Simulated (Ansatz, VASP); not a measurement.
# Ge3Cl8 (Ge3Cl8 (F-43c)) in two plane-wave programs, part 2 of 2

Wanted: the spread between two codes on one cell, functional and k mesh. Of the first pair: The structure shown is the start of the Ansatz relaxation below; VASP solves that cell, so the two are compared at the walk's first step.

VASP 6.6.1 and Ansatz 0.2.0.

So far: The starting structure; Ansatz: relaxation, PBEsol.

**3. VASP: single point, PBEsol, start cell, pair 1**

Level of this step: PBEsol; plane waves and PAW (Ge_d, Cl) (VASP).

The same cell, functional, mesh and smearing now go to VASP, with its own data sets.

Lines of VASP's logs that name or quote its potential files are left out, and so is its time.

Contents of INCAR:

```
SYSTEM = Ge3Cl8
PREC = Accurate
ENCUT = 410
EDIFF = 1E-06
NELM = 120
ISMEAR = -1
SIGMA = 0.01
LREAL = Auto
ALGO = Normal
GGA = PS
NBANDS = 232
LORBIT = 11
LWAVE = .FALSE.
LCHARG = .FALSE.
ISIF = 2
LASPH = .TRUE.
GGA_COMPAT = .FALSE.
EFERMI = MIDGAP
KPAR = 4
```

Contents of POSCAR:

```
Ge3Cl8
1.0
    0.0000000000      8.8100140000      8.8100140000
    8.8100140000      0.0000000000      8.8100140000
    8.8100140000      8.8100140000      0.0000000000
Ge Cl
12 32
Direct
    0.8295752424      0.8295752424      0.8295752424
    0.3295752424      0.0112742727      0.3295752424
    0.0112742727      0.3295752424      0.3295752424
    0.3295752424      0.3295752424      0.0112742727
    0.8295752424      0.5112742727      0.8295752424
    0.8295752424      0.8295752424      0.5112742727
    0.5112742727      0.8295752424      0.8295752424
    0.3295752424      0.3295752424      0.3295752424
    0.7500000000      0.7500000000      0.7500000000
    0.2500000000      0.2500000000      0.2500000000
    0.5000000000      0.5000000000      0.5000000000
    1.0000000000      1.0000000000      1.0000000000
    0.7090023069      0.8259815194      0.4386477422
    0.0263684314      0.8259815194      0.7090023069
    0.4386477422      0.8259815194      0.0263684314
    0.7090023069      0.0263684314      0.8259815194
    0.7090023069      0.4386477422      0.0263684314
    0.8259815194      0.7090023069      0.0263684314
    0.9386477422      0.5263684314      0.3259815194
    0.3259815194      0.2090023069      0.9386477422
    0.5263684314      0.9386477422      0.2090023069
    0.2090023069      0.5263684314      0.9386477422
    0.2090023069      0.9386477422      0.3259815194
    0.5263684314      0.2090023069      0.3259815194
    0.0692013088      0.0692013088      0.7923960733
    0.5692013089      0.5692013089      0.5692013088
    0.5692013089      0.2923960734      0.5692013088
    0.2923960734      0.5692013089      0.5692013088
    0.7923960734      0.0692013088      0.0692013088
    0.0692013088      0.0692013088      0.0692013088
    0.0692013088      0.7923960734      0.0692013088
    0.5692013089      0.5692013089      0.2923960734
    0.2090023069      0.3259815194      0.5263684314
    0.4386477422      0.7090023069      0.8259815194
    0.8259815194      0.0263684314      0.4386477422
    0.4386477422      0.0263684314      0.7090023069
    0.0263684314      0.4386477422      0.8259815194
    0.0263684314      0.7090023069      0.4386477422
    0.8259815194      0.4386477422      0.7090023069
    0.5263684314      0.3259815194      0.9386477422
    0.9386477422      0.3259815194      0.2090023069
    0.3259815194      0.9386477422      0.5263684314
    0.9386477422      0.2090023069      0.5263684314
    0.3259815194      0.5263684314      0.2090023069
```

Contents of KPOINTS:

```
Automatic mesh
0
Gamma
3 3 3
0 0 0
```

The projector-augmented-wave data sets are Ge_d and Cl (PBE family, release 64).

On the command line:

```
> mpirun -np 8 vasp_std
```

Numbers of over 12 decimals in the logs are rounded to 6 here.

Log:

```text
[banner, memory and clock lines left out]
running    8 mpi-ranks, on    1 nodes
[...]
|                                                                             |
|           W    W    AA    RRRRR   N    N  II  N    N   GGGG   !!!           |
|           W    W   A  A   R    R  NN   N  II  NN   N  G    G  !!!           |
|           W    W  A    A  R    R  N N  N  II  N N  N  G       !!!           |
|           W WW W  AAAAAA  RRRRR   N  N N  II  N  N N  G  GGG   !            |
|           WW  WW  A    A  R   R   N   NN  II  N   NN  G    G                |
|           W    W  A    A  R    R  N    N  II  N    N   GGGG   !!!           |
|                                                                             |
|     For optimal performance we recommend to set                             |
|       NCORE = 2 up to number-of-cores-per-socket                            |
|     NCORE specifies how many cores store one orbital (NPAR=cpu/NCORE).      |
|     This setting can greatly improve the performance of VASP for DFT.       |
[...]
|                                                                             |
|     You enforced a specific xc type in the INCAR file but a different       |
|     [... a line on the potential file left out ...]
|     I HOPE YOU KNOW WHAT YOU ARE DOING!                                     |
|                                                                             |

 LDA part: xc-table for (Slater+PW92), standard interpolation
 POSCAR, INCAR and KPOINTS ok, starting setup
[...]
entering main loop
       N       E                     dE             d eps       ncg     rms          rms(c)
DAV:   1     0.642153294745E+04    0.64215E+04   -0.12550E+05  2200   0.229E+03
DAV:   2     0.121817900585E+04   -0.52034E+04   -0.50353E+04  2040   0.660E+02
DAV:   3    -0.294103851075E+02   -0.12476E+04   -0.12047E+04  2184   0.241E+02
DAV:   4    -0.158161756552E+03   -0.12875E+03   -0.12683E+03  2152   0.896E+01
[...]
DAV:  14    -0.159378723570E+03   -0.12534E-04   -0.15897E-05  2064   0.191E-02    0.177E-02
DAV:  15    -0.159378725339E+03   -0.17694E-05   -0.65422E-06  1936   0.901E-03    0.550E-03
DAV:  16    -0.159378725028E+03    0.31151E-06   -0.24716E-06  1528   0.821E-03
   1 F= -.15937873E+03 E0= -.15937873E+03  d E =0.000000E+00
```

Parts of OUTCAR (step 3):

```text
  Total        2.1663327      2.1663327      2.1663327     -0.0000000     -0.0000000      0.0000000
  in kB        2.5379084      2.5379084      2.5379084     -0.0000000     -0.0000000      0.0000000
  external PRESSURE =       2.5379084 kB  Pullay stress =       0.0000000 kB

 POSITION                                       TOTAL-FORCE (eV/Angst)
 -----------------------------------------------------------------------------------
     14.61714     14.61714     14.61714        -0.003103     -0.003103     -0.003103
      3.00289      5.80712      3.00289         0.003103     -0.003103      0.003103
      5.80712      3.00289      3.00289        -0.003103      0.003103      0.003103
      3.00289      3.00289      5.80712         0.003103      0.003103     -0.003103
     11.81290     14.61714     11.81290         0.003103     -0.003103      0.003103
     11.81290     11.81290     14.61714         0.003103      0.003103     -0.003103
     14.61714     11.81290     11.81290        -0.003103      0.003103      0.003103
      5.80712      5.80712      5.80712        -0.003103     -0.003103     -0.003103
     13.21502     13.21502     13.21502        -0.000000     -0.000000     -0.000000
      4.40501      4.40501      4.40501        -0.000000     -0.000000     -0.000000
      8.81001      8.81001      8.81001        -0.000000     -0.000000     -0.000000
      0.00000      0.00000      0.00000        -0.000000     -0.000000     -0.000000
     11.14140     10.11081     13.52323        -0.013104     -0.026325     -0.014149
     13.52323      6.47863      7.50921        -0.014149      0.013104      0.026325
[...]
-----------------------------------------------------------------------------------
    total drift:                                0.000011      0.000011      0.000009

  FREE ENERGIE OF THE ION-ELECTRON SYSTEM (eV)
  ---------------------------------------------------
  free  energy   TOTEN  =      -159.3787250279 eV

  energy  without entropy=     -159.3787250279  energy(sigma->0) =     -159.37872503

[... 3 further parts left out ...]
[key lines of the parts left out:]
E-fermi :   0.3996
```

The run ends at a pressure of 0.25 GPa, with forces up to 0.093 eV/Å.

**4. Comparison**

Known differences besides the potentials themselves: the cutoff is 420 eV in Ansatz and 410 eV in VASP (PREC = Accurate, projectors in real space); Ansatz makes its cores anew for this functional, VASP keeps those of its PBE data sets. Total energies have different zeros and are not compared.

Forces on 7 of the 44 atoms, those with the largest forces and the largest differences (eV/Å; atoms numbered as in POSCAR):

| atom | Ansatz x, y, z | VASP x, y, z |
| --- | --- | --- |
| Cl25 | -0.087, -0.087, 0.087 | -0.054, -0.054, 0.054 |
| Cl26 | 0.087, 0.087, 0.087 | 0.054, 0.054, 0.054 |
| Cl27 | -0.087, 0.087, -0.087 | -0.054, 0.054, -0.054 |
| Cl28 | 0.087, -0.087, -0.087 | 0.054, -0.054, -0.054 |
| Cl29 | 0.087, -0.087, -0.087 | 0.054, -0.054, -0.054 |
| Cl30 | 0.087, 0.087, 0.087 | 0.054, 0.054, 0.054 |
| Cl31 | -0.087, 0.087, -0.087 | -0.054, 0.054, -0.054 |

The forces differ by 27 meV/Å r.m.s., which is 101.0 % of the r.m.s. force of 0.027 eV/Å (both taken over all components).

**5. Ansatz: relaxation, PBEsol**

This run makes the geometry at which the two programs are then compared. The cell compared in this pair holds 1492.50 Å³, against 1367.60 Å³ for the pair before.

The structure compared here is the end of the Ansatz relaxation.

Contents of input.yaml:

```yaml
crystal:
  lattice:
    - [0.0, 8.8100141, 8.8100141]
    - [8.8100141, 0.0, 8.8100141]
    - [8.8100141, 8.8100141, 0.0]
  atoms:
    - { symbol: Ge, position: [0.82957524, 0.82957524, 0.82957524] }
    - { symbol: Ge, position: [0.32957524, 0.01127428, 0.32957524] }
    - { symbol: Ge, position: [0.01127428, 0.32957524, 0.32957524] }
    - { symbol: Ge, position: [0.32957524, 0.32957524, 0.01127428] }
    - { symbol: Ge, position: [0.82957524, 0.51127428, 0.82957524] }
    - { symbol: Ge, position: [0.82957524, 0.82957524, 0.51127428] }
    - { symbol: Ge, position: [0.51127428, 0.82957524, 0.82957524] }
    - { symbol: Ge, position: [0.32957524, 0.32957524, 0.32957524] }
    - { symbol: Ge, position: [0.75, 0.75, 0.75] }
    - { symbol: Ge, position: [0.25, 0.25, 0.25] }
    - { symbol: Ge, position: [0.5, 0.5, 0.5] }
    - { symbol: Ge, position: [0.0, 0.0, 0.0] }
    - { symbol: Cl, position: [0.70900232, 0.82598151, 0.43864776] }
    - { symbol: Cl, position: [0.02636841, 0.82598151, 0.70900232] }
    - { symbol: Cl, position: [0.43864776, 0.82598151, 0.02636841] }
    - { symbol: Cl, position: [0.70900232, 0.02636841, 0.82598151] }
    - { symbol: Cl, position: [0.70900232, 0.43864776, 0.02636841] }
    - { symbol: Cl, position: [0.82598151, 0.70900232, 0.02636841] }
    - { symbol: Cl, position: [0.93864776, 0.52636841, 0.32598151] }
    - { symbol: Cl, position: [0.32598151, 0.20900232, 0.93864776] }
    - { symbol: Cl, position: [0.52636841, 0.93864776, 0.20900232] }
    - { symbol: Cl, position: [0.20900232, 0.52636841, 0.93864776] }
    - { symbol: Cl, position: [0.20900232, 0.93864776, 0.32598151] }
    - { symbol: Cl, position: [0.52636841, 0.20900232, 0.32598151] }
    - { symbol: Cl, position: [0.06920133, 0.06920133, 0.79239602] }
    - { symbol: Cl, position: [0.56920133, 0.56920133, 0.56920133] }
    - { symbol: Cl, position: [0.56920133, 0.29239602, 0.56920133] }
    - { symbol: Cl, position: [0.29239602, 0.56920133, 0.56920133] }
    - { symbol: Cl, position: [0.79239602, 0.06920133, 0.06920133] }
    - { symbol: Cl, position: [0.06920133, 0.06920133, 0.06920133] }
    - { symbol: Cl, position: [0.06920133, 0.79239602, 0.06920133] }
    - { symbol: Cl, position: [0.56920133, 0.56920133, 0.29239602] }
    - { symbol: Cl, position: [0.20900232, 0.32598151, 0.52636841] }
    - { symbol: Cl, position: [0.43864776, 0.70900232, 0.82598151] }
    - { symbol: Cl, position: [0.82598151, 0.02636841, 0.43864776] }
    - { symbol: Cl, position: [0.43864776, 0.02636841, 0.70900232] }
    - { symbol: Cl, position: [0.02636841, 0.43864776, 0.82598151] }
    - { symbol: Cl, position: [0.02636841, 0.70900232, 0.43864776] }
    - { symbol: Cl, position: [0.82598151, 0.43864776, 0.70900232] }
    - { symbol: Cl, position: [0.52636841, 0.32598151, 0.93864776] }
    - { symbol: Cl, position: [0.93864776, 0.32598151, 0.20900232] }
    - { symbol: Cl, position: [0.32598151, 0.93864776, 0.52636841] }
    - { symbol: Cl, position: [0.93864776, 0.20900232, 0.52636841] }
    - { symbol: Cl, position: [0.32598151, 0.52636841, 0.20900232] }
basis:
  ecutwfc: 420
  xc_grid: 2
hamiltonian:
  xc: pbesol
kpoints:
  mp_grid: { grid: [3, 3, 3] }
scf:
  occupations: { method: fermi_dirac, width: 0.01 }
  max_iter: 150
output:
  forces: true
  stress: true
relax:
  f_tol: 0.01
  max_steps: 60
  cell: {}
checkpoint:
  write: "../pbesol.run"
  compress: false
  write_wavefunctions: false
  write_every: 100000
```

On the command line:

```
> ansatz run input.yaml --threads 4 --pin off --max-ram 6594MiB --backend cpu --events-out ev --progress --plain --runs-dir out
```

Log:

```text
[...]
Crystal: 44 atoms, lattice volume = 1367.602 Å³
Basis set: ecut = 420 eV, 26565 PW (Γ), exchange–correlation on 180×180×180 points (8 copies of the dense FFT grid, shifted against one another)
Bands: 240, of which v1, the nominal top of the filled ones, is band 196 counted from 1 (195 counted from 0)
Symmetry: 24 space group operations
[...]
- { symbol: Cl, position: [0.823842, 0.710455, 0.019344] }
    - { symbol: Cl, position: [0.946358, 0.519344, 0.323842] }
    - { symbol: Cl, position: [0.323842, 0.210455, 0.946358] }
[...]
- { symbol: Cl, position: [0.946358, 0.323842, 0.210455] }
    - { symbol: Cl, position: [0.323842, 0.946358, 0.519344] }
    - { symbol: Cl, position: [0.946358, 0.210455, 0.519344] }
    - { symbol: Cl, position: [0.323842, 0.519344, 0.210455] }
[key lines of the parts left out:]
SCF converged after 9 iterations
Free energy (F): -85023.768224 eV
Fermi energy:    1.098388 eV
P = ⅓ Tr σ = 0.0149 GPa (0.149 kbar)
```

**6. VASP: single point, PBEsol, relaxed cell, pair 2**

The same cell, functional, mesh and smearing now go to VASP, with its own data sets.

Changes to INCAR since step 3:

```diff
@@ -2,3 +2,3 @@
 PREC = Accurate
-ENCUT = 410
+ENCUT = 500
 EDIFF = 1E-06
```

Contents of POSCAR:

```
Ge3Cl8
1.0
    0.0000000000      9.0704440299      9.0704440299
    9.0704440299      0.0000000000      9.0704440299
    9.0704440299      9.0704440299      0.0000000000
Ge Cl
12 32
Direct
    0.8275960249      0.8275960249      0.8275960249
    0.3275960249      0.0172119252      0.3275960249
    0.0172119252      0.3275960249      0.3275960249
    0.3275960249      0.3275960249      0.0172119252
    0.8275960249      0.5172119252      0.8275960249
    0.8275960249      0.8275960249      0.5172119252
    0.5172119252      0.8275960249      0.8275960249
    0.3275960249      0.3275960249      0.3275960249
    0.7500000000      0.7500000000      0.7500000000
    0.2500000000      0.2500000000      0.2500000000
    0.5000000000      0.5000000000      0.5000000000
    1.0000000000      1.0000000000      1.0000000000
    0.7104552146      0.8238420888      0.4463584558
    0.0193442408      0.8238420888      0.7104552146
    0.4463584558      0.8238420888      0.0193442408
    0.7104552146      0.0193442408      0.8238420888
    0.7104552146      0.4463584558      0.0193442408
    0.8238420888      0.7104552146      0.0193442408
    0.9463584558      0.5193442408      0.3238420888
    0.3238420888      0.2104552146      0.9463584558
    0.5193442408      0.9463584558      0.2104552146
    0.2104552146      0.5193442408      0.9463584558
    0.2104552146      0.9463584558      0.3238420888
    0.5193442408      0.2104552146      0.3238420888
    0.0675194255      0.0675194255      0.7974417235
    0.5675194255      0.5675194255      0.5675194255
    0.5675194255      0.2974417235      0.5675194255
    0.2974417235      0.5675194255      0.5675194255
    0.7974417235      0.0675194255      0.0675194255
    0.0675194255      0.0675194255      0.0675194255
    0.0675194255      0.7974417235      0.0675194255
    0.5675194255      0.5675194255      0.2974417235
    0.2104552146      0.3238420888      0.5193442408
    0.4463584558      0.7104552146      0.8238420888
    0.8238420888      0.0193442408      0.4463584558
    0.4463584558      0.0193442408      0.7104552146
    0.0193442408      0.4463584558      0.8238420888
    0.0193442408      0.7104552146      0.4463584558
    0.8238420888      0.4463584558      0.7104552146
    0.5193442408      0.3238420888      0.9463584558
    0.9463584558      0.3238420888      0.2104552146
    0.3238420888      0.9463584558      0.5193442408
    0.9463584558      0.2104552146      0.5193442408
    0.3238420888      0.5193442408      0.2104552146
```

KPOINTS is that of step 3.

On the command line:

```
> mpirun -np 8 vasp_std
```

Log:

```text
[banner, memory and clock lines left out]
running    8 mpi-ranks, on    1 nodes
[...]
[... a notice as in an earlier step ...]

 [... a notice as in an earlier step ...]

 LDA part: xc-table for (Slater+PW92), standard interpolation
 POSCAR, INCAR and KPOINTS ok, starting setup
[...]
entering main loop
       N       E                     dE             d eps       ncg     rms          rms(c)
DAV:   1     0.680332243756E+04    0.68033E+04   -0.13944E+05  2208   0.243E+03
DAV:   2     0.139316101129E+04   -0.54102E+04   -0.52431E+04  2000   0.712E+02
DAV:   3    -0.280779304368E+00   -0.13934E+04   -0.13476E+04  2200   0.258E+02
DAV:   4    -0.156770817671E+03   -0.15649E+03   -0.15421E+03  2168   0.980E+01
[...]
DAV:  14    -0.159436287389E+03   -0.12094E-04   -0.15835E-05  2032   0.193E-02    0.161E-02
DAV:  15    -0.159436289033E+03   -0.16442E-05   -0.75246E-06  1928   0.957E-03    0.593E-03
DAV:  16    -0.159436288493E+03    0.53997E-06   -0.35571E-06  1736   0.910E-03
   1 F= -.15943629E+03 E0= -.15943629E+03  d E =0.000000E+00
```

OUTCAR, selected parts (step 6):

```text
  Total       -1.6641333     -1.6641333     -1.6641333      0.0000000     -0.0000000     -0.0000000
  in kB       -1.7864179     -1.7864179     -1.7864179      0.0000000     -0.0000000     -0.0000000
  external PRESSURE =      -1.7864179 kB  Pullay stress =       0.0000000 kB

 POSITION                                       TOTAL-FORCE (eV/Angst)
 -----------------------------------------------------------------------------------
     15.01333     15.01333     15.01333         0.022946      0.022946      0.022946
      3.12756      5.94288      3.12756        -0.022946      0.022946     -0.022946
      5.94288      3.12756      3.12756         0.022946     -0.022946     -0.022946
      3.12756      3.12756      5.94288        -0.022946     -0.022946      0.022946
     12.19801     15.01333     12.19801        -0.022946      0.022946     -0.022946
     12.19801     12.19801     15.01333        -0.022946     -0.022946      0.022946
     15.01333     12.19801     12.19801         0.022946     -0.022946     -0.022946
      5.94288      5.94288      5.94288         0.022946      0.022946      0.022946
     13.60567     13.60567     13.60567         0.000000      0.000000      0.000000
      4.53522      4.53522      4.53522         0.000000      0.000000      0.000000
      9.07044      9.07044      9.07044         0.000000      0.000000      0.000000
      0.00000      0.00000      0.00000         0.000000      0.000000      0.000000
     11.52128     10.49281     13.91676         0.015021      0.035967      0.021422
     13.91676      6.61961      7.64807         0.021422     -0.015021     -0.035967
[...]
-----------------------------------------------------------------------------------
    total drift:                                0.000001      0.000001      0.000002

  FREE ENERGIE OF THE ION-ELECTRON SYSTEM (eV)
  ---------------------------------------------------
  free  energy   TOTEN  =      -159.4362884932 eV

  energy  without entropy=     -159.4362884932  energy(sigma->0) =     -159.43628849

[... 1 part as in an earlier step ...]

[... 2 further parts left out ...]
[key lines of the parts left out:]
E-fermi :  -0.1918
```

The run ends at a pressure of -0.18 GPa, with forces up to 0.052 eV/Å.

**7. Differences**

What differs besides the data sets and the points named for the pairs above, as far as they apply: the cutoff is 420 eV in Ansatz and 500 eV in VASP (PREC = Accurate, projectors in real space); Ansatz's pressure holds a Pulay correction, VASP's none. Total energies have different zeros and are not compared.

Compared:

| quantity | Ansatz | VASP | difference |
| --- | --- | --- | --- |
| pressure (GPa) | 0.01 | -0.18 | +0.19 |
| gap on the k mesh (eV) | 3.383 | 3.411 | -0.028 |

Forces on 7 of the 44 atoms, those with the largest forces and the largest differences (eV/Å; atoms numbered as in POSCAR):

| atom | Ansatz x, y, z | VASP x, y, z |
| --- | --- | --- |
| Cl25 | 0.000, 0.000, 0.000 | 0.030, 0.030, -0.030 |
| Cl26 | 0.000, 0.000, 0.000 | -0.030, -0.030, -0.030 |
| Cl27 | 0.000, 0.000, 0.000 | 0.030, -0.030, 0.030 |
| Cl28 | 0.000, 0.000, 0.000 | -0.030, 0.030, 0.030 |
| Cl29 | 0.000, 0.000, 0.000 | -0.030, 0.030, 0.030 |
| Cl30 | 0.000, 0.000, 0.000 | -0.030, -0.030, -0.030 |
| Cl31 | 0.000, 0.000, 0.000 | 0.030, -0.030, 0.030 |

The forces differ by 25 meV/Å r.m.s., where the r.m.s. force is 0.001 eV/Å in Ansatz and 0.025 eV/Å in VASP: the atoms lie near their places of rest in Ansatz, so a percentage would say little (all taken over all components). A gap on the mesh is an upper bound, since the band edges may lie between its points.

**8. Outcome**

```json
{
  "r.m.s. force difference (single point, PBEsol, start cell, pair 1)": "27 meV/Å",
  "r.m.s. force difference (single point, PBEsol, relaxed cell, pair 2)": "25 meV/Å"
}
```

**Reading.** The r.m.s. force difference is 27 meV/Å (single point, PBEsol, start cell, pair 1), beyond the 12 meV/Å picked in this series as the mark of a large difference. What causes the difference of the single point, PBEsol, start cell, pair 1 pair stays open here. What causes the difference of the single point, PBEsol, relaxed cell, pair 2 pair stays open here. How closely two codes agree says nothing of how well the functional describes the real material.

[Lines on the potential files, build, host, timing and source positions are cut from VASP's logs without a mark.]

[Logs are printed without paths, hosts, clocks, repeated set-up lines and the standing remarks that a program may print on its own settings, such as how far it seeks lower states.]

[Hosts, paths, dates, database ids (printed as entryN), source tags and the programs' standing remarks are cut or masked in the printed files.]
